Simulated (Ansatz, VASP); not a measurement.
# AlN: VASP beside Ansatz

Wanted: the spread between two codes on one cell, functional and k mesh. The cell is taken from a series of runs on this material, whose earlier steps may have relaxed, scaled, displaced or heated it; both programs get it as it stands.

Main program and level: Ansatz 0.2.0; plane waves, with VASP 6.6.1 beside it; G0W0 gap at r2SCAN.

**1. The starting structure**

Symmetry: P6_3mc, No. 186, hexagonal system. Conventional cell: a = 3.113 Å, b = 3.113 Å, c = 4.981 Å, α = 90.00°, β = 90.00°, γ = 120.00°. Nearest to Al lie 4 N at 1.89 Å. N has 4 Al at 1.89 Å nearest. Farther neighbours and most contacts between anions are not listed.

Structure file:

```cif
data_structure
_symmetry_space_group_name_H-M 'P6_3mc'
_symmetry_Int_Tables_number 186
_cell_length_a 3.1130
_cell_length_b 3.1130
_cell_length_c 4.9810
_cell_angle_alpha 90.000
_cell_angle_beta 90.000
_cell_angle_gamma 120.000
_cell_volume 41.80
loop_
_atom_site_label
_atom_site_type_symbol
_atom_site_symmetry_multiplicity
_atom_site_Wyckoff_symbol
_atom_site_fract_x
_atom_site_fract_y
_atom_site_fract_z
_atom_site_occupancy
Al1 Al 2 b 0.33333 0.66667 0.00000 1
N1 N 2 b 0.33333 0.66667 0.38000 1
```

**2. Ansatz: G0W0 gap, r2SCAN**

Ansatz runs on its PAW soft_1 files.

Quasiparticle shifts depend on high empty states and on the cores, so they are the hardest test of two PAW sets.

File input.yaml:

```yaml
crystal:
  lattice:
    - [3.113, 0.0, 0.0]
    - [-1.5565, 2.695937082, 0.0]
    - [0.0, 0.0, 4.981]
  atoms:
    - { symbol: Al, position: [0.3333333333, 0.6666666667, 0.0] }
    - { symbol: Al, position: [0.6666666667, 0.3333333333, 0.5] }
    - { symbol: "N", position: [0.3333333333, 0.6666666667, 0.38] }
    - { symbol: "N", position: [0.6666666667, 0.3333333333, 0.88] }
kpoints:
  mp_grid: { grid: [6, 6, 4] }
hamiltonian:
  xc: r2scan
  pseudopotentials: { kind: paw, azcp: { folder: soft_1 } }
scf:
  occupations: { method: fixed }
gw:
  n_empty_bands: 94
  ecut_chi: 100
  qp_bands: [v2, c2]
  qp_kpoints: band_edges
  screening: { model: contour_deformation }
```

Run with:

```console
ansatz run input.yaml --threads 3 --pin off --max-ram 92160MiB --backend cuda --events-out ev --progress --plain --runs-dir out --devices 1 --max-vram 13GiB
```

Numbers of over 12 decimals in the logs are rounded to 6 here.

What it wrote:

```text
GPUs: using 1 of 1 available (devices: 1).
Engine: ansatz 0.2.0, x86_64-unknown-linux-gnu
Pseudopotentials: kind: paw
Pseudopotential: Al, paw, valence charge 3, recommended cutoff 500 eV (meta_gga), soft_1/Al.paw.azcp
Pseudopotential: N, paw, valence charge 5, recommended cutoff 500 eV (meta_gga), soft_1/N.paw.azcp
Functional definition: r2SCAN
  parameter k0 = 0.174
  parameter k1 = 0.065
  parameter a1 = 4.9479
  exchange = r2scan_x(k0 = k0, k1 = k1, a1 = a1)
  correlation = r2scan_c
device memory: the entry about to start is reckoned to put 0.6 GiB on a device that reports 44.6 GiB free (of which the cap on the GPU budget leaves the run 13.0 GiB)
GPU FFT provider: cuFFT
GPU libraries: cuBLAS 13.8.2, cuFFT 12.4.0, cuSOLVER 12.3.4
Crystal: 4 atoms, lattice volume = 41.803 Å³
Basis set: ecut = 500 eV, 1087 PW (Γ), exchange–correlation on 96×96×160 points (64 copies of the dense FFT grid, shifted against one another)
Bands: 12, of which v1, the nominal top of the filled ones, is band 8 counted from 1 (7 counted from 0)
Symmetry: 12 space group operations
Space group: P63mc (ITA 186), of the structure as read, at distance tolerance 3.5e-5 Å
k-points: 21 of 144 (time reversal used)
Non-local potential: Al, projectors of the file, l = 0: 2, l = 1: 2, l = 2: 1
Non-local potential: N, projectors of the file, l = 0: 2, l = 1: 2, l = 2: 1
PAW form: soft (Blöchl's): semilocal exchange-correlation on the pseudo side does not see the compensation charge
PAW frozen core: Al, regenerated for the run's functional (the file was generated under x = pbe(κ = 0.804, μ = 0.219515), c = pbe(β = 0.066725))
PAW frozen core: N, regenerated for the run's functional (the file was generated under x = pbe(κ = 0.804, μ = 0.219515), c = pbe(β = 0.066725))
PAW one-centre angular grid: Al, 302 points (default); XC on 160 Gauss nodes
PAW one-centre angular grid: N, 302 points (default); XC on 160 Gauss nodes
Initial density: superposition of atomic densities (chi_scale 0.1, normalization cell, long waves kept (reshape's long-wave potential 0.00 eV rms))
Initial wavefunctions: pseudopotential atomic-orbital guess
GPU buffer pool allocated for 23040 grid points (all kernels)
GPU transforms: local potential and band sums: pruned to the plane-wave sphere, on 24×24×40
Functional: x = r2scan, c = r2scan; τ floored in thin density (d = 2e-4 eV/Å³)
SCF iter   1: F=—  HF=-1859.015216 eV  |F-HF|=—  |Δ(HF+E_count)|=         —  Δρ=1.34e-1  dr2=9.31e0  dr2_τ=1.08e0  ethr=3.10e-3  ⟨swp⟩=4.9  Hψ=1392  notcnv=0  defer=34
preconditioner: auto → none  [insulator: Δε(μ)=5.669 eV  Ē_g=15.170 eV  n_scr=2 (ndim 8)  ℏωp=23.0 eV  f_vac=0.000  ε∞_Penn≈3.3]
SCF iter   2: F=—  HF=-1857.012210 eV  |F-HF|=—  |Δ(HF+E_count)|=    2.00e0  Δρ=6.46e-2  dr2=8.61e-1  dr2_τ=4.04e-1  ethr=3.10e-3  ⟨swp⟩=3.0  Hψ=738  notcnv=0  defer=40
SCF iter   3: F=—  HF=-1856.961599 eV  |F-HF|=—  |Δ(HF+E_count)|=   5.06e-2  Δρ=2.39e-2  dr2=1.27e-1  dr2_τ=7.27e-3  ethr=3.10e-3  ⟨swp⟩=2.9  Hψ=622  notcnv=0  defer=40
SCF iter   4: F=—  HF=-1856.969658 eV  |F-HF|=—  |Δ(HF+E_count)|=   8.06e-3  Δρ=1.51e-3  dr2=8.71e-4  dr2_τ=4.49e-5  ethr=7.95e-4  ⟨swp⟩=3.0  Hψ=432  notcnv=0  defer=42
SCF iter   5: F=—  HF=-1856.969559 eV  |F-HF|=—  |Δ(HF+E_count)|=   9.91e-5  Δρ=4.07e-4  dr2=7.52e-5  dr2_τ=1.91e-6  ethr=5.44e-6  ⟨swp⟩=2.8  Hψ=445  notcnv=0  defer=42
SCF iter   6: F=-1856.969541 eV  HF=-1856.969540 eV  |F-HF|=7.68e-8  |Δ(HF+E_count)|=   1.81e-5  Δρ=1.20e-5  dr2=1.74e-8  dr2_τ=7.52e-9  ethr=6.25e-10  ⟨swp⟩=4.2  Hψ=1498  notcnv=0
SCF 1 converged in 6 iterations: F = -1856.969541 eV  dr2 = 1.74e-8
  greatest PAW one-centre occupation: 0.797 electrons in one spin orbital (limit 2), on the N atom at site 3 (counted from 0), in its partial waves of l = 0
device memory: the entry about to start is reckoned to put 0.7 GiB on a device that reports 49.3 GiB free (of which the cap on the GPU budget leaves the run 13.0 GiB)
NSCF: frozen V_eff on 21 k-points, pencils in batches of 32, up to order 48
the band table was solved once the SCF had ended and its energy, with any forces and stress, was formed, with the checks that follow a solve (1630 applications of the Hamiltonian). They found nothing against the state; the energy, forces and stress were not computed again (output.eigenvalues in the input reference)
device memory: the entry about to start is reckoned to put 2.3 GiB on a device that reports 48.0 GiB free (of which the cap on the GPU budget leaves the run 13.0 GiB)
NSCF: frozen V_eff on 21 k-points
G₀W₀ screening: q 1/21
[... further progress lines ...]
SCF converged after 6 iterations
Free energy (F): -1856.969541 eV
Harris-Foulkes:  -1856.969540 eV  (|F-HF|=7.68e-8)
Internal energy: -1856.969541 eV  (E = F + TS)
E sigma→0 (E₀):  -1856.969541 eV
Fermi energy:    6.852334 eV
--- Per-component energies (eV) ---
  E_band       = 22.417217
  E_kinetic    = 315.338630
  E_local      = -422.456147  (includes V_loc(G=0)·N_el)
  E_nonlocal   = 87.046879
  E_hartree    = 157.382774
  E_xc         = -192.545101
  E_vxc        = -235.718478  (∫ρ·V_xc dr)
  E_paw        = -1209.893976  (= ΣΔE_a)
  E_vpaw       = -49.136975  (= ΣTr[D̂ρ^β])
  E_aug_tail   = 0.000017  (compensation charges beyond the density's cutoff)
  E_vtau       = 12.578742  (kinetic-family band-sum trace: ∫τ·v_τ [+ j·A + Jᵃ·Aᵃ] dr)
  E_ewald      = -591.663270
  E_core_change = -0.179346  (= ΣΔE_core)
  E_smearing   = -0.000000  (= −TS)
  E_closure    = 0.000000  (closes the sum)
  Σ components = -1856.969541   (vs F -1856.969541, Δ=0.00e0)
--- Band table (eV; the first three rows and the last of 21) ---
  k-point 0: bands = [... 4 lower, 5.9963, 6.6613, 6.6613, 6.8523, 11.7032, 14.3326, 18.4225, 18.8707]
  k-point 1: bands = [... 4 lower, 6.0889, 6.0889, 6.5591, 6.5591, 12.6689, 14.4315, 18.0788, 18.8261]
  k-point 2: bands = [... 4 lower, 6.3192, 6.3192, 6.3192, 6.3192, 14.0403, 14.0403, 18.1535, 18.1535]
  k-point 20: bands = [... 4 lower, 2.9779, 2.9779, 6.0544, 6.0544, 15.0001, 15.0001, 15.5062, 15.5062]
--- G₀W₀: contour deformation, 5 samples at zero and on the imaginary axis and 2 off it, 144 q-points, 94 empty bands' worth ---
  eigenvalues of the whole cell's RPA ε∞ on this k-mesh (on a slab, of 1 + 4πα/V) = 3.8112, 3.8112, 3.9417; static W/v taken at q = 0 is 0.259847
  bands read: the sum over 102 bands ends inside a degenerate multiplet in 2 slots, whose members it reads at an even weight; the widest, k=0: bands 102 to 103 (counted from 1) at 1/2 each
  gw.qp_kpoints: band_edges: 15 of 21 stored k-points solved, in 1 pass; an edge of the gap read off the rows below is read off those points alone
    valence top: of the k-points left out ik 13 came nearest to being solved in a further pass, in band 8 (counted from 1, as in the quasiparticle table): it holds the edge there only if its correction is more favourable than any solved in that band by at least 0.549 eV; those differ by 0.312 eV
    conduction bottom: of the k-points left out ik 16 came nearest to being solved in a further pass, in band 9 (counted from 1, as in the quasiparticle table): it holds the edge there only if its correction is more favourable than any solved in that band by at least 1.266 eV; those differ by 0.478 eV
    ik  band        ε_KS         Σx   Σc(E_QP)       V_xc       Z   E_QP_lin       E_QP  E_QP is
     0     7      6.6613   -21.7532     3.2187   -17.9954  0.7985     6.1199     6.1222  root
     0     8      6.8523   -21.8224     3.1809   -18.1282  0.7987     6.3370     6.3391  root
     0     9     11.7032    -9.4653    -3.7338   -13.9200  0.8313    12.4272    12.4242  root
     0    10     14.3326    -7.7485    -4.1710   -12.5701  0.8359    14.9862    14.9833  root
     1     7      6.5591   -21.7555     3.2463   -17.9548  0.7981     6.0022     6.0047  root
     1     8      6.5591   -21.7555     3.2463   -17.9548  0.7981     6.0022     6.0047  root
     1     9     12.6689    -9.7873    -3.7867   -14.3730  0.8257    13.4720    13.4680  root
     1    10     14.4315    -8.0404    -4.1943   -12.9356  0.8321    15.1359    15.1325  root
     2     7      6.3192   -21.7524     3.3046   -17.8597  0.7970     5.7283     5.7311  root
     2     8      6.3192   -21.7524     3.3046   -17.8597  0.7970     5.7283     5.7311  root
     2     9     14.0403    -9.1081    -4.1108   -14.0443  0.8230    14.8707    14.8658  root
     2    10     14.0403    -9.1081    -4.1108   -14.0443  0.8230    14.8707    14.8658  root
     3     7      6.5819   -21.8269     3.2466   -18.0312  0.7981     6.0303     6.0327  root
     3     8      6.6785   -21.7956     3.2195   -18.0374  0.7979     6.1375     6.1398  root
     3     9     13.0084    -9.7705    -3.8374   -14.4267  0.8239    13.8315    13.8272  root
     3    10     15.4128    -7.6637    -4.3050   -12.6741  0.8302    16.1219    16.1182  root
     4     7      6.3121   -21.5800     3.2717   -17.7133  0.7970     5.7141     5.7170  root
     4     8      6.4205   -21.7576     3.2750   -17.9082  0.7975     5.8434     5.8461  root
     4     9     13.4587    -9.3028    -3.9393   -14.0504  0.8231    14.2716    14.2671  root
     4    10     15.4064    -8.0004    -4.3520   -13.1215  0.8228    16.1802    16.1755  root
     6     7      5.9821   -21.3556     3.2987   -17.4138  0.7958     5.3354     5.3390  root
     6     8      6.3192   -21.8019     3.3014   -17.9126  0.7970     5.7284     5.7313  root
     6     9     13.8266    -7.0371    -4.0621   -11.6959  0.8323    14.4258    14.4233  root
     6    10     14.2504    -5.9571    -4.1548   -10.6669  0.8321    14.8076    14.8053  root
[...]
18     7      4.4569   -20.8487     3.5906   -16.4325  0.7871     3.6241     3.6313  root
    18     8      4.4569   -20.8487     3.5906   -16.4325  0.7871     3.6241     3.6313  root
    18     9     12.5454    -4.7629    -3.9495    -9.0596  0.8445    12.8934    12.8926  root
    18    10     15.9981    -7.4400    -4.4789   -12.7258  0.8090    16.8114    16.8050  root
    20     7      6.0544   -21.7783     3.3457   -17.8113  0.7955     5.4298     5.4331  root
    20     8      6.0544   -21.7783     3.3457   -17.8113  0.7955     5.4298     5.4331  root
    20     9     15.0001    -6.6190    -4.2929   -11.5742  0.8198    15.6661    15.6623  root
    20    10     15.0001    -6.6190    -4.2929   -11.5742  0.8198    15.6661    15.6623  root
```

(Continued in part 2 of 2.)

[Lines on the potential files, build, host, timing and source positions are cut from VASP's logs without a mark.]

[Logs are printed without paths, hosts, clocks, repeated set-up lines and the standing remarks that a program may print on its own settings, such as how far it seeks lower states.]

[Hosts, paths, dates, database ids (printed as entryN), source tags and the programs' standing remarks are cut or masked in the printed files.]
